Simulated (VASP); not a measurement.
Given:

```
CELL_PARAMETERS angstrom
      0.00000     2.49684     2.49684
      2.49684     0.00000     2.49684
      2.49684     2.49684     0.00000
ATOMIC_POSITIONS crystal
  Rh 0.00000 0.00000 0.00000
  Al 0.50000 0.50000 0.50000
```

Calculation: PBE GGA, VASP's PBE PAW potentials (set 64) (plane waves; VASP). Settings: 400 eV cut-off, 14×14×14 Γ-centred mesh, tetrahedra with Blöchl corrections, potentials Rh_pv Al.

What does the run give for the energy per atom (σ→0), band gap (on the k-mesh) with the smallest direct gap where there is one?

| Property | Value |
|---|---|
| band gap (on the k-mesh) | none (metal, semimetal or under 0.01 eV) |
| energy per atom (σ→0) | -5.909 eV/atom |

Total energies compare only between runs with the same potentials, cut-off and functional.

The structure was generated: RhAl was put into the rock salt type (Fm-3m), which need not be its known phase. It was relaxed first, which changed the volume by -32 %.
